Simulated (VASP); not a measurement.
Write the native input for VASP 6.6.1 that does the following.

- Task: single point
- Functional: PBE
- Potentials or basis: VASP PAW PBE potentials, release 64 (Mg, Au)
- Cutoff: 520 eV
- k mesh: 18 × 18 × 1
- Occupations: gaussian, width 0.1 eV
- Spin: no spin polarisation
- Dipole correction: yes
- Further INCAR settings: ALGO = Fast; EDIFF = 1e-06; NBANDS = 14

The structure of MgAu lies in POSCAR:

```
MgAu
1.0
    3.0571807151      0.0000000000      0.0000000000
    0.0000000000      3.0571807151      0.0000000000
    0.0000000000      0.0000000000     27.0735392000
Mg Au
1 1
Direct
    0.5000000000      0.5000000000      0.3259386492
    0.0000000000      0.0000000000      0.2650442984
```

The cell was built by a generator and needn't be a form met in nature.

The cell isn't the ideal one: thin slice cut from a crystal along (001).

The input as run:

INCAR

```
PREC = Accurate
ENCUT = 520
EDIFF = 1E-6
ISMEAR = 0
SIGMA = 0.1
LREAL = False
LASPH = True
NELM = 100
ALGO = Fast
ISIF = 2
LWAVE = False
LCHARG = True
LDIPOL = True
IDIPOL = 3
DIPOL = 0.5 0.5 0.295
GGA = PE
LELF = True
LVHAR = True
LVACPOTAV = True
NBANDS = 14
```

KPOINTS

```
Automatic mesh
0
Gamma
  18 18 1
```

Potentials or basis: VASP PAW PBE potentials, release 64 (Mg, Au).

Command:

```console
$ cat potpaw_PBE.64/Mg/POTCAR potpaw_PBE.64/Au/POTCAR > POTCAR
$ mpirun -np 1 vasp_std > vasp.out
```

Results of the run:

| Item | Value |
| --- | --- |
| Largest force | 0.016 eV/Å |
| Band gap on the k mesh | none (metal or under the smearing width) |
| Work function of the upper face | 3.79 eV |
| Work function of the lower face | 4.69 eV |

Run time: 5.6 min on 1 thread of Intel(R) Xeon(R) Platinum 8259CL CPU @ 2.50GHz (Skylake/Cascade Lake), with other jobs on the host, peak memory 0.48 GiB.
